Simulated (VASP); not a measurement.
Given:

```xyz
6
Lattice="0.0000 3.7750 3.7750 3.7750 0.0000 3.7750 3.7750 3.7750 0.0000" Properties=species:S:1:pos:R:3 pbc="T T T"
Mo     4.7188     4.7188     4.7188
Mo     4.7188     2.8312     2.8312
Mo     2.8312     2.8312     4.7188
Mo     2.8312     4.7188     2.8312
Hf     0.0000     0.0000     0.0000
Hf     1.8875     1.8875     1.8875
```

Computed with PBEsol GGA, VASP's PBE PAW potentials (set 64) (plane waves; VASP 6.6.1). Settings: 300 eV cut-off, 7×7×7 Γ-centred mesh, Gaussian smearing of 0.050 eV, potentials Mo_sv Hf_pv.

Task: Give the energies of bands 31 to 44 at the high-symmetry points, in eV from the Fermi level.

Result: 
```csv
band,Γ,X,U,L,W
31,-2.54,-1.64,-2.30,-1.59,-2.15
32,-2.54,-1.64,-2.09,-1.59,-2.15
33,-0.46,-1.30,-1.71,-1.52,-1.78
34,-0.46,-1.30,-1.59,-1.34,-1.78
35,0.32,-1.27,-1.51,-1.34,-0.99
36,0.32,-1.27,-1.36,-1.13,-0.99
37,0.32,-1.25,-0.90,-1.13,-0.97
38,0.85,-1.25,-0.74,-0.84,-0.97
39,0.85,-0.58,-0.34,1.45,-0.25
40,0.85,-0.58,0.27,1.45,-0.25
41,1.37,1.39,0.74,1.51,0.58
42,1.37,1.39,0.75,1.51,0.58
43,1.75,1.70,1.75,1.53,2.39
44,1.75,1.72,2.13,1.59,2.41
```

It has no gap at this level: it comes out as a metal or semimetal.

The structure comes from a measured HfMo2 entry of the Crystallography Open Database, whose conditions weren't checked. The cell was not relaxed at this level.
